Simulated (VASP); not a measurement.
Input:

```yaml
crystal:
  lattice:
    - [5.01166, 0.00000, 0.00000]
    - [-2.50583, 4.34022, 0.00000]
    - [0.00000, 0.00000, 4.04398]
  atoms:
    - { symbol: Cr, position: [0.50000, 0.00000, 0.00000], spin: 3.0 }
    - { symbol: Cr, position: [0.50000, 0.50000, 0.00000], spin: 3.0 }
    - { symbol: Cr, position: [0.00000, 0.50000, 0.00000], spin: 3.0 }
    - { symbol: B, position: [0.00000, 0.00000, 0.00000] }
    - { symbol: B, position: [0.33333, 0.66667, 0.50000] }
    - { symbol: B, position: [0.66667, 0.33333, 0.50000] }
```

All values below come from PBE GGA, VASP's PBE PAW potentials (set 64) (plane waves; VASP). Numerical set-up: 400 eV cut-off, 3×3×4 Γ-centred mesh, Fermi-Dirac smearing of 0.10 eV, potentials Cr_pv B.

At this cut-off the stress carries a Pulay error, which pulls relaxed volumes low. The moments were started parallel, and other spin orders were not tried in this run.

Q: Give the stress tensor in GPa (positive for a compressed cell).

A: 
```
-33.71    0.00    0.00
  0.00  -33.71    0.00
  0.00    0.00  -39.28
```
The pressure is its mean diagonal, -35.57 GPa.

The structure was generated: CrB was put into an ordered model structure, which need not be its known phase. The cell was not relaxed at this level. The k-mesh is coarse (spacing up to 0.48 per Å, 2π included), so the numbers may not be converged in it.
